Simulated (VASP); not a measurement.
Consider the following.

```xyz
2
Lattice="0.0000 2.4939 2.4939 2.4939 0.0000 2.4939 2.4939 2.4939 0.0000" Properties=species:S:1:pos:R:3 pbc="T T T"
Mg     0.0000     0.0000     0.0000
Se     2.4939     2.4939     2.4939
```

Calculation: PBEsol GGA, VASP's PBE PAW potentials (set 64) (plane waves; VASP). Settings: 500 eV cut-off, 9×9×9 Γ-centred mesh, Gaussian smearing of 0.050 eV, potentials Mg Se.

Energy and stress use the plane-wave basis of the starting cell.

The ions, cell shape and volume at an external pressure of 45.0 GPa are relaxed. What does this cell relax into?

```xyz
2
Lattice="0.0000 2.4323 2.4323 2.4323 0.0000 2.4323 2.4323 2.4323 0.0000" Properties=species:S:1:pos:R:3 pbc="T T T"
Mg     0.0000     2.4323     2.4323
Se     2.4323     2.4323     2.4323
```
Space group Fm-3m (225), at a tolerance of 0.03 Å.

How do energy and volume change from the first to the last step?

The energy (σ→0) changes by +259.1 meV/atom and the volume by -7.2 %, in 4 ionic steps.

The structure was generated: MgSe was put into the rock salt type (Fm-3m), which need not be its known phase. This run relaxes it under an external pressure of 45 GPa. Symmetry was kept, so distortions that lower it aren't found.
